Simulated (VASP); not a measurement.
C (diamond) relaxed at rising pressure, in one space group throughout; other phases were not tried. The pressures are those reached. Computed with PBE GGA, VASP's PBE PAW potentials (set 64) (plane waves; VASP 6.6.1).

| P (GPa) | V (Å³/atom) | k-mesh |
|---|---|---|
| 0.00 | 5.693 | 13×13×13 |
| 5.02 | 5.630 | 13×13×13 |
| 10.02 | 5.569 | 13×13×13 |
| 19.97 | 5.457 | 13×13×13 |
| 29.96 | 5.354 | 13×13×13 |

Fit an equation of state and predict the volume at 44.84 GPa.

Least squares on the third-order Birch-Murnaghan form, P = (3B0/2)(y⁷ − y⁵)[1 + (3/4)(B′ − 4)(y² − 1)] with y = (V0/V)^(1/3), gives V0 = 5.693 Å³/atom, B0 = 437 GPa and B′ = 3.6, and so 5.215 Å³/atom. The run gave 5.216 Å³/atom, +0.0 % from the fit.

Pressures at which the relaxation failed are left out.

The compound is C in the diamond structure.
